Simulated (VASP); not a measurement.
Consider the following.

```
CELL_PARAMETERS angstrom
      2.97286     0.00000     0.00000
      0.00000     2.97286     0.00000
      0.00000     0.00000     2.97286
ATOMIC_POSITIONS crystal
  Al 0.50000 0.50000 0.50000
  Ru 0.00000 0.00000 0.00000
```

All values below come from PBE GGA with D3 dispersion (zero damping), VASP's PBE PAW potentials (set 64) (plane waves; VASP 6.6.1). Settings: 520 eV cut-off, Gaussian smearing of 0.050 eV, potentials Al Ru_pv.

Question: Give the energies of bands 4 to 11 at the high-symmetry points, in eV from the Fermi level.

Answer: 
```json
[
 {"band": "4", "Γ": "-9.76", "X": "-5.91", "M": "-6.12", "R": "-4.72"},
 {"band": "5", "Γ": "-3.65", "X": "-5.50", "M": "-3.11", "R": "-4.72"},
 {"band": "6", "Γ": "-3.65", "X": "-2.82", "M": "-1.36", "R": "-4.72"},
 {"band": "7", "Γ": "0.21", "X": "-1.62", "M": "-1.36", "R": "1.70"},
 {"band": "8", "Γ": "0.21", "X": "-1.62", "M": "-1.18", "R": "1.70"},
 {"band": "9", "Γ": "0.21", "X": "0.47", "M": "-1.18", "R": "2.71"},
 {"band": "10", "Γ": "6.19", "X": "2.39", "M": "1.61", "R": "4.21"},
 {"band": "11", "Γ": "6.19", "X": "7.46", "M": "5.46", "R": "4.21"}
]
```

It has no gap at this level: it comes out as a metal or semimetal.

The compound is RuAl in the CsCl type structure. It was relaxed first. The electron count is odd and the run is not spin-polarised, which forces a metal.
